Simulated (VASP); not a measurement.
Output of a VASP run:

**OSZICAR**
```
       N       E                     dE             d eps       ncg     rms          rms(c)
DAV:   1    -0.436064787118E+01   -0.43606E+01   -0.67199E+03  1480   0.111E+03
DAV:   2    -0.530111446328E+02   -0.48650E+02   -0.46341E+02  1612   0.327E+02
DAV:   3    -0.547416422381E+02   -0.17305E+01   -0.16728E+01  1448   0.405E+01
DAV:   4    -0.548223931240E+02   -0.80751E-01   -0.73613E-01  1584   0.457E+00
DAV:   5    -0.548238243133E+02   -0.14312E-02   -0.12374E-02  1428   0.637E-01    0.249E+01
DAV:   6    -0.529163650068E+02    0.19075E+01   -0.73523E-01  1576   0.157E+01    0.139E+01
DAV:   7    -0.528726998449E+02    0.43665E-01   -0.29900E-01  1592   0.984E+00    0.121E+00
DAV:   8    -0.528813857700E+02   -0.86859E-02   -0.32092E-01  1392   0.555E+00    0.147E+00
DAV:   9    -0.529383745391E+02   -0.56989E-01   -0.40403E-02  1460   0.207E+00    0.333E-01
DAV:  10    -0.529615131731E+02   -0.23139E-01   -0.27931E-02  1548   0.158E+00    0.235E-01
DAV:  11    -0.529583716674E+02    0.31415E-02   -0.67784E-03  1252   0.824E-01    0.275E-01
DAV:  12    -0.529619410308E+02   -0.35694E-02   -0.44865E-03  1328   0.676E-01    0.403E-02
DAV:  13    -0.529620006778E+02   -0.59647E-04   -0.21332E-04  1768   0.133E-01    0.323E-02
DAV:  14    -0.529619744934E+02    0.26184E-04   -0.10071E-04  1584   0.951E-02    0.175E-02
DAV:  15    -0.529620159764E+02   -0.41483E-04   -0.44655E-05  1308   0.676E-02    0.180E-02
DAV:  16    -0.529620191465E+02   -0.31701E-05   -0.12902E-06  1548   0.129E-02    0.135E-02
DAV:  17    -0.529620150436E+02    0.41029E-05   -0.13296E-06  1848   0.145E-02    0.698E-03
DAV:  18    -0.529620139949E+02    0.10487E-05   -0.16161E-06  1716   0.122E-02    0.315E-03
DAV:  19    -0.529620134198E+02    0.57512E-06   -0.98389E-08  1208   0.336E-03    0.256E-03
DAV:  20    -0.529620144343E+02   -0.10145E-05   -0.30438E-08  1120   0.257E-03    0.131E-03
DAV:  21    -0.529620145848E+02   -0.15050E-06   -0.98505E-08  1460   0.257E-03    0.575E-04
DAV:  22    -0.529620148158E+02   -0.23096E-06   -0.47446E-09   692   0.105E-03    0.231E-04
DAV:  23    -0.529620146567E+02    0.15906E-06   -0.87946E-10   684   0.843E-04    0.201E-04
DAV:  24    -0.529620146100E+02    0.46750E-07   -0.59996E-10   652   0.425E-04    0.944E-05
DAV:  25    -0.529620145381E+02    0.71916E-07   -0.35696E-10   660   0.509E-04    0.510E-05
DAV:  26    -0.529620145715E+02   -0.33421E-07   -0.27667E-10   640   0.333E-04    0.162E-05
DAV:  27    -0.529620145668E+02    0.46352E-08   -0.21511E-10   616   0.328E-04
   1 F= -.52962015E+02 E0= -.52961776E+02  d E =-.529620E+02
```

### OUTCAR
```
------------------------ aborting loop because EDIFF is reached ----------------------------------------
  FORCE on cell =-STRESS in cart. coord.  units (eV):
  Direction    XX          YY          ZZ          XY          YZ          ZX
  --------------------------------------------------------------------------------------
  Total       -0.0094915     -0.0094915      0.0262613      0.0000000     -0.0000000      0.0000000
  in kB       -0.2758077     -0.2758077      0.7631084      0.0000000     -0.0000000      0.0000000
  external PRESSURE =       0.0704976 kB  Pullay stress =       0.0000000 kB
  volume of cell :       55.14
      direct lattice vectors                 reciprocal lattice vectors
     4.043353328  0.000000000  0.000000000     0.247319470  0.142789963  0.000000000
    -2.021676664  3.501646683  0.000000000     0.000000000  0.285579926  0.000000000
     0.000000000  0.000000000  3.894270736     0.000000000  0.000000000  0.256787488
 POSITION                                       TOTAL-FORCE (eV/Angst)
 -----------------------------------------------------------------------------------
      0.00000      0.00000      0.00000         0.000000     -0.000000      0.000000
      2.02168      1.16721      1.94714         0.000000     -0.000000      0.000000
     -0.00000      2.33443      1.94714        -0.000000      0.000000      0.000000
 -----------------------------------------------------------------------------------
    total drift:                               -0.000000      0.000000      0.000000
  FREE ENERGIE OF THE ION-ELECTRON SYSTEM (eV)
  ---------------------------------------------------
  free  energy   TOTEN  =       -52.9620145668 eV

  energy  without entropy=      -52.9613001079  energy(sigma->0) =      -52.96177641

 reached required accuracy - stopping structural energy minimisation
```
(Selected blocks of OUTCAR.)

**POSCAR**
```
ErSi2
1
    4.0433533276    -0.0000000000    -0.0000000000
   -2.0216766638     3.5016466833     0.0000000000
   -0.0000000000    -0.0000000000     3.8942707362
Er Si
1 2
Direct
  0.0000000000   0.0000000000   0.0000000000
  0.6666670000   0.3333330000   0.5000000000
  0.3333330000   0.6666670000   0.5000000000
```

### Question
Reconstruct the remaining input files.

### Answer
One answer among several that fit: the input of the run itself, r2SCAN meta-GGA, plane waves, VASP's PBE PAW potentials (set 64).

### INCAR
```
ISMEAR = 1   ! Methfessel-Paxton
LREAL = .False.
LCHARG = .False.
SYSTEM = ErSi2
LMIXTAU = .True.
LMAXMIX = 6   ! l cut-off of mixed one-centre charges
NSW = 30   ! most ionic steps
NELM = 100
LASPH = .True.   ! aspherical one-centre terms
LWAVE = .False.
SIGMA = 0.1   ! width (eV)
ENCUT = 400   ! plane-wave cut-off (eV)
EDIFFG = -0.001   ! ionic stop
EDIFF = 1E-8   ! SCF stop (eV)
ISIF = 2   ! forces and stress, cell fixed
METAGGA = R2SCAN
PREC = Accurate
IBRION = 1
ALGO = Normal   ! blocked Davidson
```

File KPOINTS:
```
Automatic mesh
0
Gamma
8 8 7
0 0 0
```

POTCAR, in this order: Er_3 Si (PBE.64 set). Program: vasp_std.

The 4f electrons are frozen in the core of the lanthanide potential, so 4f levels, which can set the real gap, and their magnetism are missing.

The structure comes from a computed database's ErSi2 entry (P6/mmm); how it stands against other phases isn't given here. It was relaxed first. The start is the result of an earlier pass. The electron count is odd and the run is not spin-polarised, which forces a metal.
